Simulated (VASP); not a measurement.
Computed with PBE GGA, VASP's PBE PAW potentials (set 64) (plane waves; VASP 6.6.1).

The input files of a VASP run:

File KPOINTS:
```
K-points
0
G
13 13 9
0 0 0
```

INCAR:
```
EDIFF  =  1E-7   ! SCF stop (eV)
ISMEAR  =  1   ! Methfessel-Paxton
NELM  =  100   ! most electronic steps
EDIFFG  =  -0.01
ENCUT  =  520   ! plane-wave cut-off (eV)
ALGO  =  Normal
IBRION  =  2
NSW  =  30   ! most ionic steps
ISIF  =  4   ! ions and shape, fixed volume
SYSTEM  =  TiAl
GGA  =  PE   ! PBE
PREC  =  Accurate
LWAVE  =  .FALSE.
SIGMA  =  0.1   ! width (eV)
LMAXMIX  =  4   ! l cut-off of mixed one-centre charges
LCHARG  =  .FALSE.
LREAL  =  .FALSE.
LASPH  =  .TRUE.
```

File POSCAR:
```
TiAl
1
    2.7973407370     0.0000000000     0.0000000000
    0.0000000000     2.7973407370     0.0000000000
    0.0000000000     0.0000000000     4.0225433069
Ti Al
1 1
Direct
  0.0000000000   0.0000000000   0.0000000000
  0.5000000000   0.5000000000   0.5000000000
```

POTCAR, in this order: Ti_sv Al (PBE.64 set). Program: vasp_std.

What VASP printed:

### OUTCAR
```
 ion  position               nearest neighbor table
   1  0.000  0.000  0.000-   2 2.82   2 2.82   2 2.82   2 2.82   2 2.82   2 2.82   2 2.82   2 2.82
  LATTYP: Found a simple tetragonal cell.
 ALAT       =     2.7973407370
 C/A-ratio  =     1.4379883200
 Subroutine PRICEL returns:
 Original cell was already a primitive cell.
 Subroutine GETGRP returns: Found 16 space group operations
The static configuration has the point symmetry D_4h.
The dynamic configuration has the point symmetry D_4h.
 Subroutine INISYM returns: Found 16 space group operations
 Subroutine IBZKPT returns following result:
 Found    140 irreducible k-points:

 Following reciprocal coordinates:
            Coordinates               Weight
  0.000000  0.000000  0.000000      1.000000
  0.076923  0.000000  0.000000      4.000000
  0.153846  0.000000  0.000000      4.000000
  0.230769  0.000000  0.000000      4.000000
  0.307692  0.000000  0.000000      4.000000
  0.384615  0.000000  0.000000      4.000000
  0.461538  0.000000  0.000000      4.000000
  0.076923  0.076923  0.000000      4.000000
  0.153846  0.076923  0.000000      8.000000
  0.230769  0.076923  0.000000      8.000000
  0.307692  0.076923  0.000000      8.000000
  0.384615  0.076923  0.000000      8.000000
  0.461538  0.076923  0.000000      8.000000
  0.153846  0.153846  0.000000      4.000000
  0.230769  0.153846  0.000000      8.000000
  0.307692  0.153846  0.000000      8.000000
  0.384615  0.153846  0.000000      8.000000
  0.461538  0.153846  0.000000      8.000000
  0.230769  0.230769  0.000000      4.000000
  0.307692  0.230769  0.000000      8.000000
  0.384615  0.230769  0.000000      8.000000
  0.461538  0.230769  0.000000      8.000000
  0.307692  0.307692  0.000000      4.000000
  0.384615  0.307692  0.000000      8.000000
  0.461538  0.307692  0.000000      8.000000
  0.384615  0.384615  0.000000      4.000000
  0.461538  0.384615  0.000000      8.000000
  0.461538  0.461538  0.000000      4.000000
  0.000000  0.000000  0.111111      2.000000
  0.076923  0.000000  0.111111      8.000000
  0.153846  0.000000  0.111111      8.000000
  0.230769  0.000000  0.111111      8.000000
  0.307692  0.000000  0.111111      8.000000
  0.384615  0.000000  0.111111      8.000000
  0.461538  0.000000  0.111111      8.000000
  0.076923  0.076923  0.111111      8.000000
  0.153846  0.076923  0.111111     16.000000
  0.230769  0.076923  0.111111     16.000000
  0.307692  0.076923  0.111111     16.000000
  0.384615  0.076923  0.111111     16.000000
   k-points           NKPTS =    140   k-points in BZ     NKDIM =    140   number of bands    NBANDS=     11
   number of dos      NEDOS =    301   number of ions     NIONS =      2
   total plane-waves  NPLWV =  17280
   dimension x,y,z NGX =    24 NGY =   24 NGZ =   30
   dimension x,y,z NGXF=    48 NGYF=   48 NGZF=   60
   ions per type =               1   1
   PREC   = accura    normal or accurate (medium, high low for compatibility)
   ISTART =      0    job   : 0-new  1-cont  2-samecut
   ICHARG =      2    charge: 1-file 2-atom 10-const
   ISPIN  =      1    spin polarized calculation?
   LNONCOLLINEAR =      F non collinear calculations
   LSORBIT =      F    spin-orbit coupling
   INIWAV =      1    electr: 0-lowe 1-rand  2-diag
   ENCUT  =  520.0 eV  38.22 Ry    6.18 a.u.   5.20  5.20  7.48*2*pi/ulx,y,z
   NELM   =    100;   NELMIN=  2; NELMDL= -5     # of ELM steps
   EDIFF  = 0.1E-06   stopping-criterion for ELM
   LREAL  =      F    real-space projection
   NLSPLINE    = F    spline interpolate recip. space projectors
   LMAXMIX     =    4 max onsite mixed and CHGCAR
...
```

### OSZICAR
```
       N       E                     dE             d eps       ncg     rms          rms(c)
DAV:   1     0.909117302494E+02    0.90912E+02   -0.75143E+03  3080   0.139E+03
DAV:   2    -0.789465834914E+01   -0.98806E+02   -0.95965E+02  3113   0.337E+02
DAV:   3    -0.137289354982E+02   -0.58343E+01   -0.55721E+01  4867   0.791E+01
DAV:   4    -0.139329332281E+02   -0.20400E+00   -0.20220E+00  3849   0.128E+01
DAV:   5    -0.139432464461E+02   -0.10313E-01   -0.10295E-01  4537   0.250E+00    0.994E+00
DAV:   6    -0.125294023062E+02    0.14138E+01   -0.12243E+01  3808   0.385E+01    0.341E+00
DAV:   7    -0.123905496731E+02    0.13885E+00   -0.11591E+00  3539   0.115E+01    0.198E+00
DAV:   8    -0.123800107968E+02    0.10539E-01   -0.15027E-01  3512   0.446E+00    0.521E-01
DAV:   9    -0.123783475543E+02    0.16632E-02   -0.28874E-02  3643   0.229E+00    0.249E-01
DAV:  10    -0.123785110921E+02   -0.16354E-03   -0.19146E-03  3819   0.516E-01    0.596E-02
DAV:  11    -0.123784930729E+02    0.18019E-04   -0.50478E-04  3980   0.252E-01    0.484E-02
DAV:  12    -0.123784958247E+02   -0.27518E-05   -0.32996E-05  3528   0.641E-02    0.132E-02
DAV:  13    -0.123784949027E+02    0.92196E-06   -0.13526E-06  4363   0.116E-02    0.831E-03
DAV:  14    -0.123784950293E+02   -0.12663E-06   -0.10423E-06  3470   0.131E-02    0.568E-04
DAV:  15    -0.123784950251E+02    0.42787E-08   -0.51448E-08  1770   0.232E-03
   1 F= -.12378495E+02 E0= -.12378328E+02  d E =-.123785E+02
```

**OUTCAR**
```
------------------------ aborting loop because EDIFF is reached ----------------------------------------
  FORCE on cell =-STRESS in cart. coord.  units (eV):
  Direction    XX          YY          ZZ          XY          YZ          ZX
  --------------------------------------------------------------------------------------
  Total        0.7235435      0.7235435      0.7209732      0.0000000     -0.0000000      0.0000000
  in kB       36.8284753     36.8284753     36.6976507      0.0000000     -0.0000000      0.0000000
  external PRESSURE =      36.7848671 kB  Pullay stress =       0.0000000 kB
  volume of cell :       31.48
      direct lattice vectors                 reciprocal lattice vectors
     2.797340737  0.000000000  0.000000000     0.357482371  0.000000000  0.000000000
     0.000000000  2.797340737  0.000000000     0.000000000  0.357482371  0.000000000
     0.000000000  0.000000000  4.022543307     0.000000000  0.000000000  0.248598939
 POSITION                                       TOTAL-FORCE (eV/Angst)
 -----------------------------------------------------------------------------------
      0.00000      0.00000      0.00000         0.000000      0.000000      0.000000
      1.39867      1.39867      2.01127         0.000000      0.000000      0.000000
 -----------------------------------------------------------------------------------
    total drift:                                0.000000      0.000000      0.000000
  FREE ENERGIE OF THE ION-ELECTRON SYSTEM (eV)
  ---------------------------------------------------
  free  energy   TOTEN  =       -12.3784950251 eV

  energy  without entropy=      -12.3779941334  energy(sigma->0) =      -12.37832806

 reached required accuracy - stopping structural energy minimisation
```
(Selected blocks of OUTCAR.)

### OUTCAR
```
 val. band max:        8.6227851851   @ k =   0.1538   0.0000   0.2222

 cond. band min:       8.6297379921   @ k =   0.3846   0.3077   0.2222


 Fermi energy:         8.6240164694

 k-point     1 :       0.0000    0.0000    0.0000
  band No.  band energies     occupation
      1     -47.9346      2.00000
      2     -24.3340      2.00000
      3     -23.8708      2.00000
      4     -23.8708      2.00000
      5      -0.5335      2.00000
      6       6.7168      2.00000
      7       7.7502      2.00000
      8       8.3369      2.00038
      9      10.8602      0.00000
     10      10.8602      0.00000
     11      12.0460      0.00000

 k-point     2 :       0.0769    0.0000    0.0000
  band No.  band energies     occupation
      1     -47.9310      2.00000
      2     -24.3304      2.00000
      3     -23.9014      2.00000
      4     -23.8682      2.00000
      5      -0.4143      2.00000
      6       6.8141      2.00000
      7       7.7965      2.00000
      8       8.2234      2.00000
      9      10.8806      0.00000
     10      10.9977      0.00000
     11      11.9262      0.00000

 k-point     3 :       0.1538    0.0000    0.0000
  band No.  band energies     occupation
      1     -47.9207      2.00000
      2     -24.3203      2.00000
      3     -23.9856      2.00000
      4     -23.8609      2.00000
      5      -0.0609      2.00000
      6       7.0755      2.00000
      7       7.8875      2.00000
      8       7.9426      2.00000
      9      10.9377      0.00000
     10      11.3648      0.00000
     11      11.6191      0.00000

 k-point     4 :       0.2308    0.0000    0.0000
  band No.  band energies     occupation
      1     -47.9063      2.00000
      2     -24.3061      2.00000
      3     -24.1028      2.00000
      4     -23.8506      2.00000
      5       0.5162      2.00000
      6       7.3990      2.00000
      7       7.6004      2.00000
      8       7.8383      2.00000
      9      11.0197      0.00000
...
```

The compound is TiAl in the L1_0 structure. This cell is one point of a volume scan, at 0.97 of the reference volume. The electron count is odd and the run is not spin-polarised, which forces a metal.
